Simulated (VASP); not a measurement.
Consider the following.

```xyz
8
Lattice="5.9631 0.0000 0.0000 0.0000 5.9631 0.0000 0.0000 0.0000 5.9631" Properties=species:S:1:pos:R:3 pbc="T T T"
Zn     0.0000     0.0000     0.0000
Se     1.4172     1.4172     1.4172
Se     4.5459     4.5459     1.4172
Se     4.5459     1.4172     4.5459
Se     1.4172     4.5459     4.5459
Cd     2.9816     2.9816     0.0000
Cd     2.9816     0.0000     2.9816
Cd     0.0000     2.9816     2.9816
```

These are PBEsol GGA, VASP's PBE PAW potentials (set 64) (plane waves; VASP) values and carry that method's errors. Run with 400 eV cut-off, Gaussian smearing of 0.050 eV, potentials Zn Se Cd.

Problem. Estimate the band gap (along the path) with the smallest direct gap where there is one.

Solution. 
```
Property                               Result
------------------------------------  -------
band gap (along the path)             0.63 eV
smallest direct gap (along the path)  0.63 eV
```

The structure was generated: Cd3ZnSe4 was put into an ordered model structure (P-43m), which need not be its known phase. It was relaxed first.
